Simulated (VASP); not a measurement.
Data:

```xyz
1
Lattice="-1.5005 1.5005 1.5005 1.5005 -1.5005 1.5005 1.5005 1.5005 -1.5005" Properties=species:S:1:pos:R:3 pbc="T T T"
V      0.0000     0.0000     0.0000
```

Calculation: PBE GGA, VASP's PBE PAW potentials (set 64) (plane waves; VASP). Run with 300 eV cut-off, 20×20×20 Γ-centred mesh, Fermi-Dirac smearing of 0.10 eV, potentials V_sv.

Question: Give the energies of bands 5 to 9 at the high-symmetry points, in eV from the Fermi level.

Answer: 
```json
[
 {"band": "5", "Γ": "-6.61", "H": "-3.00", "N": "-3.18", "P": "-1.13"},
 {"band": "6", "Γ": "0.40", "H": "-3.00", "N": "-1.14", "P": "-1.13"},
 {"band": "7", "Γ": "0.40", "H": "3.69", "N": "1.60", "P": "-1.13"},
 {"band": "8", "Γ": "0.40", "H": "3.69", "N": "2.40", "P": "2.82"},
 {"band": "9", "Γ": "2.40", "H": "3.69", "N": "2.76", "P": "2.82"}
]
```

It has no gap at this level: it comes out as a metal or semimetal.

The structure is a typed V crystal. The cell was not relaxed at this level. The run is not spin-polarised, so no magnetic state was tried.
